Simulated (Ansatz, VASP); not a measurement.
# In2Si2O7 (In2Si2O7 (C2/m)) in two plane-wave programs

Wanted: the spread between two codes on one cell, functional and k mesh. The cell is taken from a series of runs on this material, whose earlier steps may have relaxed, scaled, displaced or heated it; both programs get it as it stands.

Program: Ansatz 0.2.0. Level of theory: plane waves, with VASP 6.6.1 beside it; relaxation of cell and atoms at PBEsol. Results are calculated unless marked as measured.

## Step 1: Set-up

Symmetry: C2/m, No. 12, monoclinic system. The conventional cell has a = 6.654 Å, b = 8.640 Å, c = 4.717 Å, α = 90.00°, β = 102.83°, γ = 90.00°. Nearest to In lie 6 O at 2.12 to 2.26 Å. Si has 4 O at 1.61 to 1.64 Å nearest. Nearest to O lie 1 Si at 1.64 Å and 2 In at 2.12 to 2.26 Å. O has 2 Si at 1.61 Å nearest. O has 1 Si at 1.63 Å and 2 In at 2.16 Å nearest. Farther neighbours and most contacts between anions are not listed.

## Step 2: Ansatz: relaxation of cell and atoms, PBEsol

Ansatz runs on its default PAW (the set named soft_2) files.

The relaxed volume is the usual yardstick between codes: in a stiff, nearly cubic crystal its relative difference is about their pressure difference at one cell divided by the bulk modulus.

input.yaml reads:

```yaml
crystal:
  lattice:
    - [3.3269191, -4.3199999, 0.0]
    - [3.3269191, 4.3199999, 0.0]
    - [-1.0479061, 0.0, 4.5995429]
  atoms:
    - { symbol: In, position: [0.30777324, 0.69222676, 0.0] }
    - { symbol: In, position: [0.69222676, 0.30777324, 0.0] }
    - { symbol: Si, position: [0.21996982, 0.21996982, 0.41037755] }
    - { symbol: Si, position: [0.78003018, 0.78003018, 0.58962245] }
    - { symbol: O, position: [0.92112895, 0.60978779, 0.78132428] }
    - { symbol: O, position: [0.39021221, 0.07887105, 0.21867572] }
    - { symbol: O, position: [0.07887105, 0.39021221, 0.21867572] }
    - { symbol: O, position: [0.60978779, 0.92112895, 0.78132428] }
    - { symbol: O, position: [0.0, 0.0, 0.5] }
    - { symbol: O, position: [0.6102544, 0.6102544, 0.28308242] }
    - { symbol: O, position: [0.3897456, 0.3897456, 0.71691758] }
basis:
  ecutwfc: 420
  xc_grid: 2
hamiltonian:
  xc: pbesol
kpoints:
  mp_grid: { grid: [6, 6, 6] }
scf:
  occupations: { method: fixed }
  max_iter: 100
relax:
  f_tol: 0.005
  max_steps: 60
  cell: {}
output:
  forces: true
  stress: true
checkpoint:
  write: "../cell.run"
  compress: false
  write_wavefunctions: false
  write_every: 100000
```

On the command line:

```
$ ansatz run input.yaml --threads 8 --pin off --max-ram 13189MiB --backend cpu --events-out ev --progress --plain --runs-dir out
```

Numbers of over 12 decimals in the logs are rounded to 6 here.

The log of the run:

```text
Engine: ansatz 0.2.0, aarch64-unknown-linux-gnu
Pseudopotentials: kind: paw
Pseudopotential: In, paw, valence charge 13, recommended cutoff 420 eV (normal), In.paw.azcp
Pseudopotential: Si, paw, valence charge 4, recommended cutoff 420 eV (normal), Si.paw.azcp
Pseudopotential: O, paw, valence charge 6, recommended cutoff 420 eV (normal), O.paw.azcp
Functional definition: PBEsol
  exchange = pbesol_x
  correlation = pbesol_c
Crystal: 11 atoms, lattice volume = 132.212 Å³
Basis set: ecut = 420 eV, 2575 PW (Γ), exchange–correlation on 80×80×64 points (8 copies of the dense FFT grid, shifted against one another)
Bands: 49, of which v1, the nominal top of the filled ones, is band 38 counted from 1 (37 counted from 0)
Symmetry: 4 space group operations
Space group: C2/m (ITA 12), of the structure as read, at distance tolerance 5.1e-5 Å
k-points: 68 of 216
Non-local potential: In, projectors of the file, l = 0: 2, l = 1: 2, l = 2: 2, l = 3: 2
Non-local potential: Si, projectors of the file, l = 0: 2, l = 1: 2, l = 2: 2
Non-local potential: O, projectors of the file, l = 0: 2, l = 1: 2, l = 2: 1
PAW form: soft (Blöchl's): semilocal exchange-correlation on the pseudo side does not see the compensation charge
PAW frozen core: In, regenerated for the run's functional, and the local potential with it (the file was generated under x = pbe(κ = 0.804, μ = 0.219515), c = pbe(β = 0.066725))
PAW frozen core: Si, regenerated for the run's functional, and the local potential with it (the file was generated under x = pbe(κ = 0.804, μ = 0.219515), c = pbe(β = 0.066725))
PAW frozen core: O, regenerated for the run's functional, and the local potential with it (the file was generated under x = pbe(κ = 0.804, μ = 0.219515), c = pbe(β = 0.066725))
PAW one-centre angular grid: In, 590 points (default); XC on 64 Gauss nodes
PAW one-centre angular grid: Si, 110 points (default); XC on 64 Gauss nodes
PAW one-centre angular grid: O, 110 points (default); XC on 64 Gauss nodes
Initial density: superposition of atomic densities (neutral atoms: chi_scale 0, normalization atom), corrected by the library's trained network
Initial wavefunctions: pseudopotential atomic-orbital guess
Functional: x = pbesol(κ = 0.804, μ = 0.123457), c = pbesol(β = 0.046)
SCF iter   1: F=—  HF=-16227.303313 eV  |F-HF|=—  |Δ(HF+E_count)|=         —  Δρ=1.41e-2  dr2=2.03e-1  ethr=1.77e-3  ⟨swp⟩=4.7  Hψ=12624  notcnv=0  defer=610
preconditioner: auto → Resta (q_TF=auto, 2.488 Å⁻¹)  ε∞=3.9  [insulator: Δε(μ)=2.760 eV  Ē_g=16.636 eV  n_scr=32 (ndim 8)  ℏωp=28.2 eV  f_vac=0.055  ε∞_Penn≈3.9]
SCF iter   2: F=—  HF=-16227.244041 eV  |F-HF|=—  |Δ(HF+E_count)|=   5.93e-2  Δρ=2.14e-3  dr2=3.51e-3  ethr=2.67e-4  ⟨swp⟩=2.0  Hψ=5184  notcnv=0  defer=612
SCF iter   3: F=—  HF=-16227.243587 eV  |F-HF|=—  |Δ(HF+E_count)|=   4.54e-4  Δρ=9.75e-4  dr2=9.73e-4  ethr=4.62e-6  ⟨swp⟩=2.0  Hψ=5228  notcnv=0  defer=476
automatic band count: iteration 3 solves 47 bands in place of 49: the levels show a gap, and the empty bands left out lie too high to hold charge; the band table lists the bands solved (type scf.n_extra_bands for more)
SCF iter   4: F=—  HF=-16227.243662 eV  |F-HF|=—  |Δ(HF+E_count)|=   7.55e-5  Δρ=3.02e-4  dr2=1.01e-4  ethr=1.28e-6  ⟨swp⟩=2.1  Hψ=5527  notcnv=0  defer=476
SCF iter   5: F=—  HF=-16227.243686 eV  |F-HF|=—  |Δ(HF+E_count)|=   2.38e-5  Δρ=1.31e-4  dr2=1.80e-5  ethr=1.32e-7  ⟨swp⟩=2.0  Hψ=5551  notcnv=0  defer=391
SCF iter   6: F=—  HF=-16227.243572 eV  |F-HF|=—  |Δ(HF+E_count)|=   1.14e-4  Δρ=3.67e-5  dr2=1.67e-6  ethr=2.37e-8  ⟨swp⟩=2.0  Hψ=4998  notcnv=0  defer=285
SCF iter   7: F=—  HF=-16227.243575 eV  |F-HF|=—  |Δ(HF+E_count)|=   2.33e-6  Δρ=2.61e-5  dr2=6.99e-7  ethr=2.20e-9  ⟨swp⟩=2.0  Hψ=5568  notcnv=0  defer=289
SCF iter   8: F=-16227.243575 eV  HF=-16227.243575 eV  |F-HF|=3.60e-8  |Δ(HF+E_count)|=   3.30e-8  Δρ=4.76e-6  dr2=3.07e-8  ethr=1.32e-10  ⟨swp⟩=3.0  Hψ=13063  notcnv=0
SCF 1 converged in 8 iterations: F = -16227.243575 eV  dr2 = 3.07e-8
  greatest PAW one-centre occupation: 0.991 electrons in one spin orbital (limit 2), on the In atom at site 1 (counted from 0), in its partial waves of l = 2
relax step   1: F+E_penalty+E_count = -16227.24357454 eV  Δ(F+E_penalty+E_count) = +0.000e0 eV  max|allowed force component| = 2.830e-1 eV/Å  Δτ_max = 0.0000 Å  P = +0.830 GPa  Ω = 132.212 Å³  (8 SCF iters, dr2 threshold 1.00e-7 eV, accepted)
[...]
relax step   4: F+E_penalty+E_count = -16227.25526459 eV  Δ(F+E_penalty+E_count) = -3.620e-4 eV  max|allowed force component| = 1.918e-2 eV/Å  Δτ_max = 0.0009 Å  P = -0.014 GPa  Ω = 132.240 Å³  energy of the carried Pulay correction = -1.244e-4 eV  (4 SCF iters, dr2 threshold 8.04e-8 eV, accepted)
[...]
relax step   5: F+E_penalty+E_count = -16227.25538407 eV  Δ(F+E_penalty+E_count) = -1.195e-4 eV  max|allowed force component| = 5.588e-3 eV/Å  Δτ_max = 0.0012 Å  P = -0.000 GPa  Ω = 132.223 Å³  energy of the carried Pulay correction = -5.074e-5 eV  (5 SCF iters, dr2 threshold 2.30e-8 eV, accepted)
[...]
relax step   6: F+E_penalty+E_count = -16227.25538495 eV  Δ(F+E_penalty+E_count) = -8.828e-7 eV  max|allowed force component| = 4.944e-4 eV/Å  Δτ_max = 0.0002 Å  P = -0.000 GPa  Ω = 132.223 Å³  energy of the carried Pulay correction = -5.193e-5 eV  (4 SCF iters, dr2 threshold 1.95e-9 eV, accepted)
[...]
relax step   7: F+E_penalty+E_count = -16227.25550568 eV  Δ(F+E_penalty+E_count) = -1.207e-4 eV  max|allowed force component| = 5.565e-4 eV/Å  Δτ_max = 0.0000 Å  P = +0.003 GPa  Ω = 132.223 Å³  stress off target by 2.32e-2 GPa  SCF on the basis re-selected at this cell (its energy is not comparable with the rows above)  (5 SCF iters)
basis re-selected at this cell: Δ(F+E_penalty+E_count) = -1.207e-4 eV, ΔP = +0.003 GPa vs the last step (what re-selecting the basis moved, of the pressure what is left beyond the Pulay correction that the steps carried, after the strain that the cell walked since its last selection, with what the two solves' SCF thresholds leave and, on support functions, any second-order correction that the steps lacked; it is no m [...]
SCF converged after 5 iterations
Free energy (F): -16227.255506 eV
Harris-Foulkes:  -16227.255506 eV  (|F-HF|=2.36e-11)
Internal energy: -16227.255506 eV  (E = F + TS)
E sigma→0 (E₀):  -16227.255506 eV
Fermi energy:    6.262881 eV
--- Per-component energies (eV) ---
  E_band       = -125.461654
  E_kinetic    = 1818.165120
  E_local      = -5098.987296  (includes V_loc(G=0)·N_el)
  E_nonlocal   = 1133.342301
  E_hartree    = 1927.835719
  E_xc         = -1045.102541
  E_vxc        = -947.389084  (∫ρ·V_xc dr)
  E_paw        = -10250.577479  (= ΣΔE_a)
  E_vpaw       = -886.281631  (= ΣTr[D̂ρ^β])
  E_aug_tail   = 0.017528  (compensation charges beyond the density's cutoff)
  E_ewald      = -4712.730799
  E_core_change = 0.781942  (= ΣΔE_core)
  E_smearing   = -0.000000  (= −TS)
  E_closure    = -0.000000  (closes the sum)
  Σ components = -16227.255506   (vs F -16227.255506, Δ=0.00e0)
--- Forces (eV/Å), atoms counted from 1 ---
  atom   1  In     0.00000000     0.00027867     0.00000000
  atom   2  In     0.00000000    -0.00027867     0.00000000
  atom   3  Si    -0.00008819     0.00000000     0.00052098
  atom   4  Si     0.00008819     0.00000000    -0.00052098
  atom   5  O     -0.00005669    -0.00016234     0.00004456
  atom   6  O      0.00005669    -0.00016234    -0.00004456
  atom   7  O      0.00005669     0.00016234    -0.00004456
  atom   8  O     -0.00005669     0.00016234     0.00004456
  atom   9  O      0.00000000     0.00000000     0.00000000
  atom  10  O      0.00011180     0.00000000     0.00055652
  atom  11  O     -0.00011180     0.00000000    -0.00055652
  max |Σ_I F_I| component: 8.67e-19 eV/Å
--- Stress (GPa, compression-positive) ---
       -0.022904       0.000000      -0.001531
        0.000000       0.008036       0.000000
       -0.001534       0.000000       0.023158
  P = ⅓ Tr σ = 0.0028 GPa (0.028 kbar)
--- Relaxed structure (6 steps of the walk, 6 accepted, 1 SCFs on fresh bases) ---
  F+E_penalty+E_count = -16227.25550568 eV   max|allowed force component| = 5.565e-4 eV/Å   (the final SCF, on the basis selected at the relaxed cell)
  cell:  # Å, volume = 132.2235 Å³
    - [3.316554, -4.324617, 0.00301523]
    - [3.316554, 4.324617, 0.00301523]
    - [-1.040473, -1.9770260984123365e-18, 4.608447]
  atoms:
    - { symbol: In, position: [0.307587, 0.692413, 0.0] }
    - { symbol: In, position: [0.692413, 0.307587, 0.0] }
    - { symbol: Si, position: [0.221674, 0.221674, 0.409756] }
    - { symbol: Si, position: [0.778326, 0.778326, 0.590244] }
    - { symbol: O, position: [0.921101, 0.607529, 0.781393] }
    - { symbol: O, position: [0.392471, 0.078899, 0.218607] }
    - { symbol: O, position: [0.078899, 0.392471, 0.218607] }
    - { symbol: O, position: [0.607529, 0.921101, 0.781393] }
    - { symbol: O, position: [0.0, 0.0, 0.5] }
    - { symbol: O, position: [0.607871, 0.607871, 0.282492] }
    - { symbol: O, position: [0.392129, 0.392129, 0.717508] }
```

Reading the cycles: dr2 is the Hartree energy of the density residual (eV), the measure of convergence; HF is the Harris–Foulkes estimate of the energy, which meets the free energy F at convergence.

[end of part 1 of 2]

[Lines on the potential files, build, host, timing and source positions are cut from VASP's logs without a mark.]

[Logs are printed without paths, hosts, clocks, repeated set-up lines and the standing remarks that a program may print on its own settings, such as how far it seeks lower states.]

[Hosts, paths, dates, database ids (printed as entryN), source tags and the programs' standing remarks are cut or masked in the printed files.]
